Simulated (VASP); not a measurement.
Output of a VASP run:

**OSZICAR**
```
       N       E                     dE             d eps       ncg     rms          rms(c)
DAV:   1     0.120863657350E+03    0.12086E+03   -0.14165E+04  1728   0.146E+03
DAV:   2    -0.174876775839E+02   -0.13835E+03   -0.13653E+03  2254   0.313E+02
DAV:   3    -0.269326660861E+02   -0.94450E+01   -0.93089E+01  2984   0.533E+01
DAV:   4    -0.273891875412E+02   -0.45652E+00   -0.45604E+00  2220   0.114E+01
DAV:   5    -0.274034304081E+02   -0.14243E-01   -0.14237E-01  2510   0.174E+00    0.433E+01
DAV:   6    -0.249268687074E+02    0.24766E+01   -0.84979E+00  1852   0.123E+01    0.314E+01
DAV:   7    -0.249620034112E+02   -0.35135E-01   -0.31475E+00  2812   0.761E+00    0.790E+00
DAV:   8    -0.248924346909E+02    0.69569E-01   -0.82436E-01  1842   0.413E+00    0.857E-01
DAV:   9    -0.248905510263E+02    0.18837E-02   -0.49150E-02  2106   0.118E+00    0.420E-01
DAV:  10    -0.248899802900E+02    0.57074E-03   -0.33962E-03  2758   0.389E-01    0.301E-01
DAV:  11    -0.248899795189E+02    0.77110E-06   -0.35068E-04  2512   0.113E-01    0.101E-01
DAV:  12    -0.248899821847E+02   -0.26658E-05   -0.92067E-05  1910   0.744E-02    0.325E-02
DAV:  13    -0.248899816850E+02    0.49969E-06   -0.48193E-06  2232   0.175E-02    0.552E-03
DAV:  14    -0.248899804500E+02    0.12350E-05   -0.10423E-06  1978   0.544E-03    0.140E-03
DAV:  15    -0.248899804350E+02    0.15045E-07   -0.58576E-08  1032   0.180E-03
   1 F= -.24889980E+02 E0= -.24889980E+02  d E =0.000000E+00
```

OUTCAR:
```
------------------------ aborting loop because EDIFF is reached ----------------------------------------
  FORCE on cell =-STRESS in cart. coord.  units (eV):
  Direction    XX          YY          ZZ          XY          YZ          ZX
  --------------------------------------------------------------------------------------
  Total        0.0000607      0.0000607      0.3583369     -0.0000000      0.0000000      0.0000000
  in kB        0.0011116      0.0011116      6.5637375     -0.0000000      0.0000000      0.0000000
  external PRESSURE =       2.1886536 kB  Pullay stress =       0.0000000 kB
  volume of cell :       87.47
      direct lattice vectors                 reciprocal lattice vectors
     4.357989840  0.000000000  0.000000000     0.229463591  0.132480878  0.000000000
    -2.178994920  3.774129575  0.000000000     0.000000000  0.264961756  0.000000000
     0.000000000  0.000000000  5.317994913     0.000000000  0.000000000  0.188040797
 POSITION                                       TOTAL-FORCE (eV/Angst)
 -----------------------------------------------------------------------------------
     -0.00000      2.51609      4.98587        -0.000000     -0.000000     -0.001698
      2.17900      1.25804      2.32687         0.000000      0.000000     -0.001698
     -0.00000      2.51609      2.32638         0.000000     -0.000000      0.001698
      2.17900      1.25804      4.98537        -0.000000      0.000000      0.001698
 -----------------------------------------------------------------------------------
    total drift:                               -0.001410      0.000814     -0.000009
  FREE ENERGIE OF THE ION-ELECTRON SYSTEM (eV)
  ---------------------------------------------------
  free  energy   TOTEN  =       -24.8899804350 eV

  energy  without entropy=      -24.8899804350  energy(sigma->0) =      -24.88998043

 total charge

# of ion       s       p       d       f       tot
--------------------------------------------------
    1        2.231   6.391   1.037   0.032   9.692
    2        2.231   6.391   1.037   0.032   9.692
    3        0.787   0.882   0.000   0.000   1.669
    4        0.787   0.882   0.000   0.000   1.669
--------------------------------------------------
tot          6.035  14.546   2.075   0.065  22.721
```
(Selected blocks of OUTCAR.)

POSCAR:
```
YB
1
    4.3579898398     0.0000000000    -0.0000000000
   -2.1789949199     3.7741295754    -0.0000000000
    0.0000000000     0.0000000000     5.3179949127
Y B
2 2
Direct
  0.3333330000   0.6666670000   0.9375464861
  0.6666670000   0.3333330000   0.4375464861
  0.3333330000   0.6666670000   0.4374535139
  0.6666670000   0.3333330000   0.9374535139
```

Q: Reconstruct the remaining input files.

A: This is not unique; one that fits is the input of the run itself, PBEsol GGA, plane waves, VASP's PBE PAW potentials (set 64).

**KPOINTS**
```
Automatic mesh
0
Gamma
9 9 7
0 0 0
```

**INCAR**
```
LMAXMIX = 4   ! l cut-off of mixed one-centre charges
ENCUT = 520
ISMEAR = -5   ! tetrahedra, Bloechl
LEFG = T
LREAL = F   ! projection in real space or not
NELM = 100   ! most electronic steps
ISIF = 2   ! forces and stress, cell fixed
LCHARG = T
SYSTEM = YB
LORBIT = 11
NEDOS = 601   ! DOS grid
LWAVE = F
LASPH = T   ! aspherical one-centre terms
ALGO = Normal   ! blocked Davidson
GGA = PS
EDIFF = 1E-7   ! SCF stop (eV)
PREC = Accurate
```

POTCAR, in this order: Y_sv B (PBE.64 set). Program: vasp_std.

For a metal the tetrahedron method with Blöchl corrections gives inexact stress and forces.

The structure was generated: YB was put into the wurtzite type (P6_3mc), which need not be its known phase. It was relaxed first, which changed the volume by -31 %. The relaxed cell has space group P6_3/mmc.
